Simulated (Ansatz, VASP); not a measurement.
**Ti9Al44O84 (glassy 29TiO2-71Al2O3 (mol %)): VASP beside Ansatz**

One calculation is typed for both programs; each brings its own data sets. How far apart do they land? The cell is taken from a series of runs on this material, whose earlier steps may have relaxed, scaled, displaced or heated it; both programs get it as it stands.

Main program and level: Ansatz 0.2.0; plane waves, with VASP 6.6.1 beside it; single point at RPBE.

## 1. Starting point

The cell holds 137 atoms: 9 Ti, 44 Al and 84 O. Cell: a = 11.468 Å, b = 11.468 Å, c = 11.468 Å, α = 90.0°, β = 90.0°, γ = 90.0°. As first built, before any earlier steps moved the atoms (in the runner's words): 137 atoms (9 Ti, 44 Al, 84 O) placed at random at 3.12 g/cm^3, melted at 4000 K for 10 ps at fixed volume with the Morse and Coulomb pair potential with partial charges (Pedone, Malavasi, Menziani, Cormack and Segre, J. Phys. Chem. B 110, 11780 (2006)). Quenched from 4000 K to 300 K at 300 K/ps and fixed volume, held 10 ps at zero pressure.

## 2. Ansatz: single point, RPBE

Ansatz runs on its PAW soft_1 files.

A single point gives forces, pressure and levels at one fixed geometry, so differences don't come from the geometry; what else differs is listed under the comparison.

Input file input.yaml:

```yaml
crystal:
  lattice:
    - [11.46801, 0.0, 0.0]
    - [0.0, 11.46801, 0.0]
    - [0.0, 0.0, 11.46801]
  atoms:
    - { symbol: Ti, position: [0.44228, 0.80104, 0.38589] }
    - { symbol: Ti, position: [0.34256, 0.52439, 0.8249] }
    - { symbol: Ti, position: [0.14856, 0.77, 0.43181] }
    - { symbol: Ti, position: [0.79418, 0.4278, 0.55623] }
    - { symbol: Ti, position: [0.25918, 0.3493, 0.06128] }
    - { symbol: Ti, position: [0.83537, 0.72732, 0.52709] }
    - { symbol: Ti, position: [0.33853, 0.1074, 0.1687] }
    - { symbol: Ti, position: [0.45512, 0.50522, 0.3398] }
    - { symbol: Ti, position: [0.00767, 0.94728, 0.21449] }
    - { symbol: Al, position: [0.41494, 0.60933, 0.05793] }
    - { symbol: Al, position: [0.98621, 0.174, 0.62319] }
    - { symbol: Al, position: [0.81424, 0.58194, 0.20174] }
    - { symbol: Al, position: [0.92996, 0.52987, 0.77903] }
    - { symbol: Al, position: [0.74526, 0.06101, 0.16654] }
    - { symbol: Al, position: [0.73116, 0.73991, 0.7847] }
    - { symbol: Al, position: [0.14536, 0.73404, 0.93515] }
    - { symbol: Al, position: [0.60723, 0.46684, 0.12961] }
    - { symbol: Al, position: [0.73946, 0.51077, 0.93248] }
    - { symbol: Al, position: [0.20054, 0.56557, 0.21927] }
    - { symbol: Al, position: [0.74056, 0.95512, 0.93976] }
    - { symbol: Al, position: [0.64859, 0.7365, 0.05126] }
    - { symbol: Al, position: [0.60566, 0.12949, 0.61245] }
    - { symbol: Al, position: [0.51379, 0.96126, 0.06602] }
    - { symbol: Al, position: [0.65716, 0.98029, 0.41964] }
    - { symbol: Al, position: [0.42062, 0.79381, 0.9151] }
    - { symbol: Al, position: [0.3618, 0.75516, 0.6415] }
    - { symbol: Al, position: [0.24082, 0.92222, 0.83103] }
    - { symbol: Al, position: [0.52067, 0.30223, 0.46879] }
    - { symbol: Al, position: [0.00022, 0.52164, 0.05655] }
    - { symbol: Al, position: [0.14383, 0.05488, 0.39658] }
[... 101 atom lines left out ...]
    - { symbol: O, position: [0.42728, 0.64207, 0.90306] }
    - { symbol: O, position: [0.00834, 0.61487, 0.68763] }
    - { symbol: O, position: [0.14689, 0.36542, 0.51077] }
    - { symbol: O, position: [0.5884, 0.77018, 0.73775] }
    - { symbol: O, position: [0.31515, 0.06466, 0.86758] }
    - { symbol: O, position: [0.37073, 0.29158, 0.15794] }
kpoints:
  mp_grid: { grid: [1, 1, 1] }
hamiltonian:
  xc: rpbe
  pseudopotentials: { kind: paw, azcp: { folder: soft_1 } }
scf:
  occupations: { method: fixed }
output:
  forces: true
  stress: true
  populations: true
  dos:
    method: { smearing: { sigma: 0.15 } }
    de: 0.1
    projected: { site_lists: { Al: [Al], O: [O], Ti: [Ti] } }
  eigenvalues: true
```

On the command line:

```sh
$ ansatz run input.yaml --threads 4 --pin off --max-ram 8192MiB --backend cpu --events-out ev --progress --plain --runs-dir out
```

Numbers of over 12 decimals in the logs are rounded to 6 here.

The program printed:

```text
Engine: ansatz 0.2.0, aarch64-unknown-linux-gnu
Pseudopotentials: kind: paw
Pseudopotential: Ti, paw, valence charge 12, recommended cutoff 420 eV (normal), soft_1/Ti.paw.azcp
Pseudopotential: Al, paw, valence charge 3, recommended cutoff 420 eV (normal), soft_1/Al.paw.azcp
Pseudopotential: O, paw, valence charge 6, recommended cutoff 420 eV (normal), soft_1/O.paw.azcp
Functional definition: RPBE
  parameter kappa = 0.804
  parameter beta = 0.066725
  exchange = rpbe_x(kappa = kappa, mu = beta*pi^2/3)
  correlation = pbe_c(beta = beta)
Crystal: 137 atoms, lattice volume = 1508.218 Å³
Basis set: ecut = 420 eV, 29423 PW (Γ), exchange–correlation on 160×160×160 points (8 copies of the dense FFT grid, shifted against one another)
Bands: 509, of which v1, the nominal top of the filled ones, is band 372 counted from 1 (371 counted from 0)
Symmetry: 1 space group operations
Space group: P1 (ITA 1), of the structure as read, at distance tolerance 1.1e-4 Å
k-points: 1
Non-local potential: Ti, projectors of the file, l = 0: 3, l = 1: 2, l = 2: 3, l = 3: 1
Non-local potential: Al, projectors of the file, l = 0: 2, l = 1: 2, l = 2: 1
Non-local potential: O, projectors of the file, l = 0: 2, l = 1: 2, l = 2: 1
PAW form: soft (Blöchl's): semilocal exchange-correlation on the pseudo side does not see the compensation charge
PAW frozen core: Ti, regenerated for the run's functional, and the local potential with it (the file was generated under x = pbe(κ = 0.804, μ = 0.219515), c = pbe(β = 0.066725))
PAW frozen core: Al, regenerated for the run's functional, and the local potential with it (the file was generated under x = pbe(κ = 0.804, μ = 0.219515), c = pbe(β = 0.066725))
PAW frozen core: O, regenerated for the run's functional, and the local potential with it (the file was generated under x = pbe(κ = 0.804, μ = 0.219515), c = pbe(β = 0.066725))
PAW one-centre angular grid: Ti, 590 points (default); XC on 64 Gauss nodes
PAW one-centre angular grid: Al, 110 points (default); XC on 64 Gauss nodes
PAW one-centre angular grid: O, 110 points (default); XC on 64 Gauss nodes
Initial density: superposition of atomic densities (chi_scale 0.1, normalization cell, long waves kept (reshape's long-wave potential 0.84 eV rms))
Initial wavefunctions: pseudopotential atomic-orbital guess
Functional: x = rpbe, c = pbe(β = 0.066725)
SCF iter   1: F=—  HF=-94364.724237 eV  |F-HF|=—  |Δ(HF+E_count)|=         —  Δρ=1.26e-1  dr2=4.29e2  ethr=3.10e-3  ⟨swp⟩=4.0  Hψ=1669  notcnv=0  defer=130
preconditioner: auto → Resta (q_TF=auto, 2.425 Å⁻¹)  ε∞=4.2  [insulator: Δε(μ)=0.072 eV  Ē_g=13.948 eV  n_scr=364 (ndim 8)  ℏωp=24.8 eV  f_vac=0.011  ε∞_Penn≈4.2]
SCF iter   2: F=—  HF=-94324.672936 eV  |F-HF|=—  |Δ(HF+E_count)|=    4.01e1  Δρ=7.28e-2  dr2=9.15e1  ethr=3.10e-3  ⟨swp⟩=3.0  Hψ=1312  notcnv=0  defer=131
SCF iter   3: F=—  HF=-94303.949341 eV  |F-HF|=—  |Δ(HF+E_count)|=    2.07e1  Δρ=3.52e-2  dr2=2.08e1  ethr=3.10e-3  ⟨swp⟩=2.0  Hψ=955  notcnv=0  defer=133
SCF iter   4: F=—  HF=-94302.916010 eV  |F-HF|=—  |Δ(HF+E_count)|=    1.03e0  Δρ=2.78e-2  dr2=1.40e1  ethr=2.79e-3  ⟨swp⟩=2.0  Hψ=966  notcnv=0  defer=131
SCF iter   5: F=—  HF=-94301.119687 eV  |F-HF|=—  |Δ(HF+E_count)|=    1.80e0  Δρ=9.75e-3  dr2=1.26e0  ethr=1.88e-3  ⟨swp⟩=3.0  Hψ=1353  notcnv=0  defer=130
SCF iter   6: F=—  HF=-94301.331708 eV  |F-HF|=—  |Δ(HF+E_count)|=   2.12e-1  Δρ=4.06e-3  dr2=2.89e-1  ethr=1.70e-4  ⟨swp⟩=3.0  Hψ=669  notcnv=0  defer=135
SCF iter   7: F=—  HF=-94301.398617 eV  |F-HF|=—  |Δ(HF+E_count)|=   6.69e-2  Δρ=1.80e-3  dr2=5.70e-2  ethr=3.88e-5  ⟨swp⟩=3.0  Hψ=757  notcnv=0  defer=135
SCF iter   8: F=—  HF=-94301.436791 eV  |F-HF|=—  |Δ(HF+E_count)|=   3.82e-2  Δρ=1.07e-3  dr2=2.02e-2  ethr=7.66e-6  ⟨swp⟩=4.0  Hψ=757  notcnv=0  defer=135
SCF iter   9: F=—  HF=-94301.452030 eV  |F-HF|=—  |Δ(HF+E_count)|=   1.52e-2  Δρ=5.69e-4  dr2=5.90e-3  ethr=2.71e-6  ⟨swp⟩=3.0  Hψ=749  notcnv=0  defer=135
SCF iter  10: F=—  HF=-94301.453554 eV  |F-HF|=—  |Δ(HF+E_count)|=   1.52e-3  Δρ=2.24e-4  dr2=8.61e-4  ethr=7.94e-7  ⟨swp⟩=2.0  Hψ=747  notcnv=0  defer=134
SCF iter  11: F=—  HF=-94301.454416 eV  |F-HF|=—  |Δ(HF+E_count)|=   8.62e-4  Δρ=1.04e-4  dr2=1.74e-4  ethr=1.16e-7  ⟨swp⟩=2.0  Hψ=724  notcnv=0  defer=132
SCF iter  12: F=—  HF=-94301.454676 eV  |F-HF|=—  |Δ(HF+E_count)|=   2.60e-4  Δρ=6.46e-5  dr2=6.86e-5  ethr=2.34e-8  ⟨swp⟩=2.0  Hψ=734  notcnv=0  defer=130
SCF iter  13: F=—  HF=-94301.453946 eV  |F-HF|=—  |Δ(HF+E_count)|=   7.29e-4  Δρ=2.55e-5  dr2=1.09e-5  ethr=9.22e-9  ⟨swp⟩=2.0  Hψ=872  notcnv=0  defer=130
SCF iter  14: F=—  HF=-94301.453953 eV  |F-HF|=—  |Δ(HF+E_count)|=   6.23e-6  Δρ=1.26e-5  dr2=2.53e-6  ethr=1.47e-9  ⟨swp⟩=2.0  Hψ=748  notcnv=0  defer=130
[...]
atom 129  O      0.19254986     0.06448213     0.08149408
  atom 130  O      0.08847758    -0.00320963     0.02863935
  atom 131  O      0.10473555    -0.02222344    -0.05777462
  atom 132  O      0.01249845     0.02043817     0.02469749
  atom 133  O      0.03028916     0.00335932     0.00181990
  atom 134  O      0.14673408     0.04206190     0.03738078
  atom 135  O     -0.05063378     0.04766145     0.03695982
  atom 136  O      0.04389053     0.00864772    -0.01146302
  atom 137  O      0.02891526    -0.04021661     0.00986445
  max |Σ_I F_I| component: 9.18e-5 eV/Å
--- Stress (GPa, compression-positive) ---
        8.616917       0.663798       0.810770
        0.663798       7.130344      -0.171645
        0.810776      -0.171638       9.365982
  P = ⅓ Tr σ = 8.3711 GPa (83.711 kbar)
--- Band table (eV) ---
  k-point 0: bands = [... 368 lower, 5.7965, 5.8528, 5.8689, 5.9436, 8.3692, 8.5780, 8.5895, 8.6616, ... 133 higher]
--- Löwdin populations: 137 sites ---
  site symbol       q [e]
     0     Ti     10.6064
     1     Ti     10.4708
     2     Ti     10.4842
     3     Ti     10.4556
     4     Ti     10.5241
     5     Ti     10.5240
     6     Ti     10.5347
     7     Ti     10.4954
     8     Ti     10.5319
     9     Al      1.7012
    10     Al      1.6375
    11     Al      1.6397
    12     Al      1.6546
    13     Al      1.6739
    14     Al      1.6373
    15     Al      1.6463
    16     Al      1.6580
    17     Al      1.6299
    18     Al      1.6443
    19     Al      1.6624
    20     Al      1.6450
    21     Al      1.6610
    22     Al      1.6754
    23     Al      1.6546
[...]
129      O      6.6858
   130      O      6.8407
   131      O      6.7381
   132      O      6.8788
   133      O      6.8489
   134      O      6.8599
   135      O      6.8237
   136      O      6.6470
  spilling = 0.006979 (of n_electrons = 744.000000)
```

## 3. VASP: single point, RPBE

The same cell, functional and mesh now go to VASP, with its own data sets.

Lines of VASP's logs that name or quote its potential files are left out, and so is its time.

Input file INCAR:

```
SYSTEM = Ti9Al44O84
PREC = Accurate
ENCUT = 600
EDIFF = 1E-06
NELM = 120
ISMEAR = 0
SIGMA = 0.01
LREAL = Auto
ALGO = Normal
GGA = RP
NBANDS = 467
LASPH = .TRUE.
LORBIT = 11
LWAVE = .FALSE.
LCHARG = .FALSE.
ISIF = 2
GGA_COMPAT = .FALSE.
EFERMI = MIDGAP
```

Input file POSCAR:

```
Ti9Al44O84
1.0
   11.4680100000      0.0000000000      0.0000000000
    0.0000000000     11.4680100000      0.0000000000
    0.0000000000      0.0000000000     11.4680100000
Ti Al O
9 44 84
Direct
    0.4422800000      0.8010400000      0.3858900000
    0.3425600000      0.5243900000      0.8249000000
    0.1485600000      0.7700000000      0.4318100000
    0.7941800000      0.4278000000      0.5562300000
    0.2591800000      0.3493000000      0.0612800000
    0.8353700000      0.7273200000      0.5270900000
    0.3385300000      0.1074000000      0.1687000000
    0.4551200000      0.5052200000      0.3398000000
    0.0076700000      0.9472800000      0.2144900000
    0.4149400000      0.6093300000      0.0579300000
    0.9862100000      0.1740000000      0.6231900000
    0.8142400000      0.5819400000      0.2017400000
    0.9299600000      0.5298700000      0.7790300000
    0.7452600000      0.0610100000      0.1665400000
    0.7311600000      0.7399100000      0.7847000000
    0.1453600000      0.7340400000      0.9351500000
    0.6072300000      0.4668400000      0.1296100000
    0.7394600000      0.5107700000      0.9324800000
    0.2005400000      0.5655700000      0.2192700000
    0.7405600000      0.9551200000      0.9397600000
    0.6485900000      0.7365000000      0.0512600000
    0.6056600000      0.1294900000      0.6124500000
    0.5137900000      0.9612600000      0.0660200000
    0.6571600000      0.9802900000      0.4196400000
    0.4206200000      0.7938100000      0.9151000000
    0.3618000000      0.7551600000      0.6415000000
    0.2408200000      0.9222200000      0.8310300000
    0.5206700000      0.3022300000      0.4687900000
    0.0002200000      0.5216400000      0.0565500000
    0.1438300000      0.0548800000      0.3965800000
[... 101 atom lines left out ...]
    0.4272800000      0.6420700000      0.9030600000
    0.0083400000      0.6148700000      0.6876300000
    0.1468900000      0.3654200000      0.5107700000
    0.5884000000      0.7701800000      0.7377500000
    0.3151500000      0.0646600000      0.8675800000
    0.3707300000      0.2915800000      0.1579400000
```

Input file KPOINTS:

```
Automatic mesh
0
Gamma
1 1 1
0 0 0
```

PAW data sets: Ti_sv, Al and O (PBE family, release 64).

On the command line:

```sh
$ export OMP_NUM_THREADS=3
$ mpirun -np 1 vasp_gam
```

The program printed:

```text
[banner, memory and clock lines left out]
running    1 mpi-ranks, on    1 nodes
[...]
Offloading initialized ...    1 GPUs detected
[...]
|                                                                             |
|               ----> ADVICE to this user running VASP <----                  |
|                                                                             |
|     You enforced a specific xc type in the INCAR file but a different       |
|     [... a line on the potential file left out ...]
|     I HOPE YOU KNOW WHAT YOU ARE DOING!                                     |
|                                                                             |

 LDA part: xc-table for (Slater+PW92), standard interpolation
 POSCAR, INCAR and KPOINTS ok, starting setup
[...]
entering main loop
       N       E                     dE             d eps       ncg     rms          rms(c)
DAV:   1     0.988287613568E+04    0.98829E+04   -0.45972E+05   934   0.188E+03
DAV:   2     0.299493196499E+03   -0.95834E+04   -0.89460E+04  1094   0.482E+02
DAV:   3    -0.108462825121E+04   -0.13841E+04   -0.13598E+04  1041   0.195E+02
DAV:   4    -0.117592673594E+04   -0.91298E+02   -0.90782E+02  1260   0.512E+01
[...]
DAV:  19    -0.991291374310E+03   -0.82524E-05   -0.25881E-05  1196   0.119E-02    0.932E-03
DAV:  20    -0.991291375861E+03   -0.15510E-05   -0.74853E-06   988   0.606E-03    0.588E-03
DAV:  21    -0.991291375689E+03    0.17237E-06   -0.23144E-06   668   0.371E-03
   1 F= -.99129138E+03 E0= -.99129138E+03  d E =0.000000E+00
```

OUTCAR, selected parts (step 3):

```text
  Total       76.0870493     62.2462284     83.0273423      6.3087500     -1.5911423      7.8052877
  in kB       80.8271258     66.1240484     88.1997857      6.7017730     -1.6902674      8.2915421
  external PRESSURE =      78.3836533 kB  Pullay stress =       0.0000000 kB

 POSITION                                       TOTAL-FORCE (eV/Angst)
 -----------------------------------------------------------------------------------
      5.07207      9.18633      4.42539        -0.007754     -0.030940     -0.060063
[...]
10.70286      5.44191      5.22138         0.128903      0.030167      0.065046
      5.40453      5.22276      5.69272        -0.056634      0.026368      0.020286
     11.07867      6.18011      2.49808         0.057130     -0.020006     -0.055530
      5.82196      1.37375      0.74519         0.015521     -0.017604     -0.072722
      1.02742     10.43417      4.46828         0.093062      0.082039      0.085844
     10.58612      9.41914      2.69005         0.141859      0.363844     -0.059252
      8.17199      0.25516      6.43791        -0.059879      0.002343      0.038127
      8.80789      6.79996      6.42312         0.084528      0.154451      0.171455
     10.31031      0.54118      1.43155        -0.177967      0.105294     -0.040087
      7.93277     11.21308      9.06879        -0.140322      0.003079     -0.029227
      7.97703      4.23777     10.05458        -0.036717     -0.035122      0.018290
      2.58672      5.39214      8.09756        -0.000264     -0.038933     -0.049077
[...]
-----------------------------------------------------------------------------------
    total drift:                                0.014633      0.003719     -0.027999

  FREE ENERGIE OF THE ION-ELECTRON SYSTEM (eV)
  ---------------------------------------------------
  free  energy   TOTEN  =      -991.2913756888 eV

  energy  without entropy=     -991.2913756888  energy(sigma->0) =     -991.29137569

[... 3 further parts left out ...]
[key lines of the parts left out:]
E-fermi :   5.3849
```

This run has no spin polarisation, so a moment on Ti, if there is one, isn't seen.

## 4. Differences

Known differences besides the potentials themselves: fixed occupations in Ansatz, narrow Gaussian smearing in VASP; the cutoff is 420 eV in Ansatz and 600 eV in VASP (PREC = Accurate, projectors in real space); Ansatz makes its cores anew for this functional, VASP keeps those of its PBE data sets. Total energies have different zeros and are not compared.

The two programs side by side:

```
              quantity  Ansatz   VASP  difference
        pressure (GPa)    8.37   7.84       +0.53
gap on the k mesh (eV)   2.426  2.397      +0.028
```

Forces on 10 of the 137 atoms, those with the largest forces and the largest differences (eV/Å; atoms numbered as in POSCAR):

```
atom          Ansatz x, y, z            VASP x, y, z
 Ti6  -0.195, -0.571, -0.419  -0.153, -0.526, -0.402
Al12     0.414, 0.094, 0.359     0.391, 0.076, 0.369
Al16   -0.409, -0.265, 0.314   -0.411, -0.254, 0.289
Al36    0.538, -0.023, 0.066    0.550, -0.019, 0.062
Al42    0.368, -0.379, 0.081    0.375, -0.387, 0.067
Al45   -0.492, 0.035, -0.385   -0.494, 0.010, -0.380
Al50  -0.486, -0.166, -0.082  -0.502, -0.155, -0.076
 O77    0.102, -0.018, 0.107     0.093, 0.082, 0.086
 O78    0.218, 0.442, -0.086    0.142, 0.364, -0.059
 O90   0.311, -0.067, -0.066   0.406, -0.113, -0.092
```

The forces differ by 25 meV/Å r.m.s., which is 19.5 % of the r.m.s. force of 0.128 eV/Å (both taken over all components). A gap on the mesh is an upper bound, since the band edges may lie between its points.

## 5. Outcome

| Quantity | Value |
| --- | --- |
| r.m.s. force difference (single point, RPBE) | 25 meV/Å |
| difference in pressure (single point, RPBE) | 0.53 GPa |

In words: The r.m.s. force difference is 25 meV/Å (single point, RPBE), beyond the 12 meV/Å picked in this series as the mark of a large difference. What causes the difference of the single point, RPBE pair stays open here. How closely two codes agree says nothing of how well the functional describes the real material.

[Lines on the potential files, build, host, timing and source positions are cut from VASP's logs without a mark.]

[Logs are printed without paths, hosts, clocks, repeated set-up lines and the standing remarks that a program may print on its own settings, such as how far it seeks lower states.]

[Hosts, paths, dates, database ids (printed as entryN), source tags and the programs' standing remarks are cut or masked in the printed files.]
